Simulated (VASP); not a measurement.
VASP ran on this input.

### INCAR
```
AEXX = 0.25
ALGO = Normal
EDIFF = 1E-6
ENCUT = 400
GGA = PE
HFRCUT = -1
ISIF = 2
ISMEAR = 0
ISYM = 3
LASPH = .TRUE.
LCHARG = .FALSE.
LHFCALC = .TRUE.
LREAL = .FALSE.
LWAVE = .FALSE.
NELM = 100
PREC = Accurate
PRECFOCK = Fast
SIGMA = 0.01
SYSTEM = KF
```

### POSCAR
```
KF
1
    0.0000000000     2.5893820000     2.5893820000
    2.5893820000     0.0000000000     2.5893820000
    2.5893820000     2.5893820000     0.0000000000
K F
1 1
Direct
  0.0000000000   0.0000000000   0.0000000000
  0.5000000000   0.5000000000   0.5000000000
```

File KPOINTS:
```
kpoints
0
Gamma
 9 9 9
```

POTCAR, in this order: K_sv F (PBE.64 set). Program: vasp_std.

Task: Write an equivalent input for Ansatz.

Result: One equivalent input (not run):
Ansatz 0.2 input:
```yaml
crystal:
  lattice:
    - [0.0000000, 2.5893820, 2.5893820]
    - [2.5893820, 0.0000000, 2.5893820]
    - [2.5893820, 2.5893820, 0.0000000]
  atoms:
    - { symbol: K, position: [0.0000000, 0.0000000, 0.0000000] }
    - { symbol: F, position: [0.5000000, 0.5000000, 0.5000000] }
kpoints:
  mp_grid: { grid: [9, 9, 9] }
hamiltonian:
  xc: pbe0
  pseudopotentials: { kind: paw }
scf:
  occupations: { method: gaussian, width: 0.01 }
  max_iter: 100
output: { forces: true, stress: true, eigenvalues: true }
```
The two are equivalent in intent, not identical: each code has its own PAW files, so the cut-off isn't converted (ENCUT is set for VASP's; basis.ecutwfc is left out, and Ansatz then takes the one that its files recommend); Ansatz stops its SCF on the density residual and VASP on the energy change (EDIFF).

The structure comes from a computed database's KF entry; how it stands against other phases isn't given here. The cell was not relaxed at this level. The run is one of a series of settings (AEXX = 0.25, HFRCUT = -1, ISYM = 3, LHFCALC = .TRUE., PRECFOCK = Fast, KPOINTS 9×9×9 Γ-centred mesh against the base run), some of them coarse on purpose.
